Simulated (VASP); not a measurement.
Runs of VASP 6.6.1 on Ni. It takes space group Fm-3m (No. 225, cubic). The conventional cell has a = 3.462 Å, b = 3.462 Å, c = 3.462 Å, α = 90.00°, β = 90.00°, γ = 90.00°. Ni (site symmetry m-3m) has 12 Ni at 2.45 Å as nearest neighbours. 

```csv
level,k mesh,cutoff (eV),smearing,further INCAR settings,gap on the mesh (eV),pressure (GPa),moment (μB)
PBEsol,32 × 32 × 32,520,gaussian 0.1 eV,ALGO = Fast; EDIFF = 1e-06,none,0.1,0.62
PBEsol,20 × 20 × 20,700,gaussian 0.1 eV,ALGO = Fast; EDIFF = 1e-06,none,0.1,0.62
PBEsol,20 × 20 × 20,520,gaussian 0.5 eV,ALGO = Fast; EDIFF = 1e-06,none,1.0,0.41
PBEsol,20 × 20 × 20,900,gaussian 0.1 eV,ALGO = Fast; EDIFF = 1e-06,none,0.1,0.62
r2SCAN,20 × 20 × 20,520,gaussian 0.1 eV,ALGO = Normal; EDIFF = 1e-06,none,3.2,(a)
```

Alike in all rows: task single point; potentials or basis VASP PAW PBE potentials, release 64 (Ni); spin collinear, ferromagnetic start; cell as given.

Problem. Fill in the values left out.

Solution. (a) 0.71.

Caveats: the PAW data sets were made with another functional, which shifts forces and pressure a little.

A gap of «none» marks a metal or a gap under the smearing width.
